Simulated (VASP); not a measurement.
Wanted: the native input for a VASP 6.6.1 run.

```
Task                   : single point
Functional             : PBEsol
Potentials or basis    : VASP PAW PBE potentials, release 64 (O, H, Mg, Cl)
Cutoff                 : 520 eV
k mesh                 : 1 × 1 × 1
Occupations            : fermi-dirac, width 0.02 eV
Spin                   : no spin polarisation
Dipole correction      : no
Further INCAR settings : LREAL = Auto; ALGO = Normal; EDIFF = 1e-07; NBANDS = 37
```

The structure of MgH8Cl2O4 lies in POSCAR:

```
MgH8Cl2O4
1.0
    5.7082670000      0.0000000000      0.0000000000
    0.0000000000      5.7082670000      0.0000000000
    0.0000000000      0.0000000000      5.7082670000
O H Mg Cl
4 8 1 2
Direct
    0.7188521490      0.1061618176      0.1912839746
    0.2318391904      0.3192387462      0.6800662968
    1.1963175514      1.0359186072      0.0433406496
    0.7882252179      0.4686886580      0.7713374304
    0.6077676465      0.0355624570      0.3257030549
    0.7077629690      0.2763360579      0.2133747423
    0.2333808142      0.1471024393      0.6340803610
    0.2867244997      0.4249801209      0.5479946891
    1.0243914659      1.0037547298      0.0710548403
    1.2644117733      0.9078937618      0.1543550783
    0.7171878961      0.5570166918      0.6507053717
    0.9129565944      0.3748773489      0.6995643336
    0.4612958714      1.2564233593     -0.0609116567
    0.5787746088     -0.0907630985      0.6264773529
    0.4092135144      0.5613087124      0.2000256821
```

The cell was built by a generator and needn't be a form met in nature.

The input as run:

INCAR

```
SYSTEM = MgH8Cl2O4
  ALGO = Normal
  EDIFF = 1E-7
  ENCUT = 520
  GGA = PS
  ISIF = 2
  ISMEAR = -1
  LASPH = .TRUE.
  LCHARG = .TRUE.
  LELF = .TRUE.
  LREAL = Auto
  LVHAR = .TRUE.
  LWAVE = .FALSE.
  NBANDS = 37
  NELM = 100
  PREC = Accurate
  SIGMA = 0.02
```

KPOINTS

```
k-points
0
G
  1 1 1
  0 0 0
```

Potentials or basis: VASP PAW PBE potentials, release 64 (O, H, Mg, Cl).

Command:

```sh
$ cat potpaw_PBE.64/O/POTCAR potpaw_PBE.64/H/POTCAR potpaw_PBE.64/Mg/POTCAR potpaw_PBE.64/Cl/POTCAR > POTCAR
$ mpirun -np 1 vasp_gam > vasp.out
```

It gave:

- Pressure: -1.0 GPa
- Largest force: 2.668 eV/Å
- Band gap on the k mesh: 4.36 eV, direct

Caveat: the PAW data sets were made with another functional, which shifts forces and pressure a little.

Run time: 13 s on 1 thread of AMD EPYC 9R14 (Zen 4), with other jobs on the host, peak memory 0.21 GiB.
